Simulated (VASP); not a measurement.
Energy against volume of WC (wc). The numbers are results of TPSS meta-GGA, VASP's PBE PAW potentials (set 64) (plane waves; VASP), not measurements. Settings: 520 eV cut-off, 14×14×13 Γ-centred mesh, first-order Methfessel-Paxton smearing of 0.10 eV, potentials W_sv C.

Shape and ions are relaxed at each volume.

| V (Å³/atom) | E (eV/atom) |
|---|---|
| 9.898 | -12.58129 |
| 10.214 | -12.62108 |
| 10.530 | -12.63381 |
| 10.846 | -12.62343 |

### Question
Fit these four points and predict the energy of the run at 11.162 Å³/atom.

### Answer
A cubic in V^(−2/3), the third-order Birch-Murnaghan form, passes through the four points with V0 = 10.54 Å³/atom and B0 = 388 GPa, and gives -12.5933 eV/atom there. The run gave -12.5933 eV/atom, +0.0 meV/atom from the fit; all five points give B0 = 388 GPa.

The compound is WC in the wc structure. It was relaxed first.
